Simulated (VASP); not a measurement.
Here is the system:

```yaml
crystal:
  lattice:
    - [0.00000, 2.83170, 2.83170]
    - [2.83170, 0.00000, 2.83170]
    - [2.83170, 2.83170, 0.00000]
  atoms:
    - { symbol: Zn, position: [0.00000, 0.00000, 0.00000] }
    - { symbol: Se, position: [0.25000, 0.25000, 0.25000] }
```

Level of theory: vdW-DF-cx, VASP's PBE PAW potentials (set 64) (plane waves; VASP). Run with 520 eV cut-off, 9×9×9 Γ-centred mesh, tetrahedra with Blöchl corrections, potentials Zn Se.

What does the run give for the energy per atom (σ→0), band gap (on the k-mesh) with the smallest direct gap where there is one?

* **band gap (on the k-mesh)**: 1.21 eV
* **smallest direct gap (on the k-mesh)**: 1.21 eV
* **energy per atom (σ→0)**: -0.748 eV/atom

The compound is ZnSe in the zinc blende structure. It was relaxed first.
